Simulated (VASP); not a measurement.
Data:

```
Cu
1.0
    0.00000     1.78872     1.78872
    1.78872     0.00000     1.78872
    1.78872     1.78872     0.00000
Cu
1
Direct
  0.00000   0.00000   0.00000
```

Computed with LDA (Ceperley-Alder, Perdew-Zunger), VASP's LDA PAW potentials (set 64) (plane waves; VASP). Run with 400 eV cut-off, 16×16×16 Γ-centred mesh, first-order Methfessel-Paxton smearing of 0.10 eV, potentials Cu.

Energy and stress use the plane-wave basis of the starting cell.

Q: The ions, cell shape and volume are relaxed. Give the cell that the relaxation ends in.

A: 
```
Cu
1.0
    0.00000     1.75967     1.75967
    1.75967     0.00000     1.75967
    1.75967     1.75967     0.00000
Cu
1
Cartesian
  0.00000   0.00000   0.00000
```
Space group Fm-3m (225), at a tolerance of 0.03 Å.

Q: How do energy and volume change from the first to the last step?

A: The energy (σ→0) changes by -14.8 meV/atom and the volume by -4.8 %, in 3 ionic steps.

The structure comes from a computed database's Cu entry (Fm-3m); how it stands against other phases isn't given here. This run relaxes it. Symmetry was kept, so distortions that lower it aren't found.
